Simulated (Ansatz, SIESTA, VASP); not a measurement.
# Code comparison for PbO (P1, 8 atoms in the cell)

Self-consistent single point.

```xyz
8
Lattice="5.7908 0.0000 0.0000 0.0000 5.9551 0.0000 0.0000 0.0000 5.4517" Properties=species:S:1:pos:R:3 pbc="T T T"
Pb     2.8224     1.5926     4.1273
Pb     3.0068     4.2719     1.4055
Pb     0.1067     1.6297     1.3274
Pb     5.6133     4.3464     4.0356
O      0.6663     2.2370     4.7828
O      5.1484     3.6711     1.9462
O      2.2370     2.3551     2.0232
O      3.5622     3.7166     4.7654
```

Shared settings, as Ansatz (a program for electronic structure) writes them: kpoints.mp_grid.grid = 3 3 3; magnetization.spin_orbit = true; scf.occupations.method = fermi_dirac; scf.occupations.width = 0.01 eV. Potentials and cutoffs stand in the table.

```tsv
code	model	pressure (GPa)	largest force (eV/Å)	gap on the mesh (eV)	cutoff
Ansatz	PBEsol with spin-orbit coupling, PAW files made with PBE	-4.54	1.597	1.992	default
SIESTA	GGA PBEsol with spin-orbit coupling, numerical atomic orbitals DZP, PseudoDojo PBEsol fully relativistic norm-conserving potentials (rewritten from UPF to PSML)	–	1.324	1.956	grid 300 Ry
VASP	PBEsol, spin-orbit coupling, VASP's PBE PAW potentials (set 64)	-6.44	1.574	2.031	400 eV
```

Size of the force on each atom (eV/Å): Sizes of forces hide their directions.

```tsv
code	Pb1	Pb2	Pb3	Pb4	O5	O6	O7	O8
Ansatz	1.597	0.498	0.914	1.013	0.818	0.347	1.021	0.683
SIESTA	1.301	0.722	0.857	0.837	1.060	0.218	1.324	0.714
VASP	1.574	0.503	0.905	0.998	0.846	0.335	1.050	0.683
```

A dash marks a value that a program does not give, or that is left out as unsure.

Gaps are read on the mesh.

The spread over the programs that give each value: pressure within 1.90 GPa; largest force within 0.273 eV/Å; gap on the mesh within 0.075 eV.

SIESTA uses small atom-centred bases, whose incompleteness enters pressures, forces and empty levels differently from a plane-wave cutoff. Ansatz's pressure is given at a fixed set of plane waves, as the other plane-wave codes print theirs; with its correction for the finite basis it is -4.32 GPa (the shift of 0.22 GPa shows how far the cutoff is from converged). In the force vectors, SIESTA (by 0.461) lies more than 0.08 eV/Å from the median of the plane-wave programs.

VASP's run is marked for a possible Pulay error in its stress at this cutoff; no cutoff test was made.

The starting cell comes from a database of computed structures (which also holds hypothetical and non-ambient phases and stackings), without a prior relaxation at this level. Its atoms were displaced at random from the sites of space group no. 29.

Keys are those of Ansatz 0.2.
